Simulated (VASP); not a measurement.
Consider the following.

```xyz
3
Lattice="1.7755 -3.0752 0.0000 1.7755 3.0752 0.0000 0.0000 0.0000 6.0266" Properties=species:S:1:pos:R:3 pbc="T T T"
Ti     0.0000     0.0000     0.0000
Se     1.7755     1.0251     1.5441
Se     1.7755    -1.0251     4.4825
```

Calculation: optB88-vdW, VASP's PBE PAW potentials (set 64) (plane waves; VASP). Settings: 520 eV cut-off, Gaussian smearing of 0.050 eV, potentials Ti_sv Se.

### Question
Give the energies of bands 7 to 15 at the high-symmetry points, in eV from the Fermi level.

### Answer

| band | Γ | M | K | A | L | H |
|---|---|---|---|---|---|---|
| 7 | -5.24 | -5.05 | -4.20 | -3.67 | -5.11 | -4.18 |
| 8 | -2.31 | -3.69 | -3.87 | -2.58 | -4.47 | -4.18 |
| 9 | -2.31 | -2.73 | -3.87 | -2.26 | -2.70 | -3.71 |
| 10 | 0.15 | -2.67 | -2.55 | -2.26 | -2.50 | -3.09 |
| 11 | 0.38 | -2.29 | -2.55 | 0.20 | -1.20 | -2.09 |
| 12 | 0.38 | -1.39 | -2.34 | 0.20 | -0.98 | -2.09 |
| 13 | 0.42 | 0.05 | 1.02 | 0.36 | -0.18 | 1.03 |
| 14 | 0.42 | 1.22 | 1.50 | 0.36 | 1.22 | 1.15 |
| 15 | 0.58 | 1.61 | 1.50 | 1.14 | 1.58 | 1.15 |

It has no gap at this level: it comes out as a metal or semimetal.

The compound is TiSe2 in the 1T layered structure. It was relaxed first.
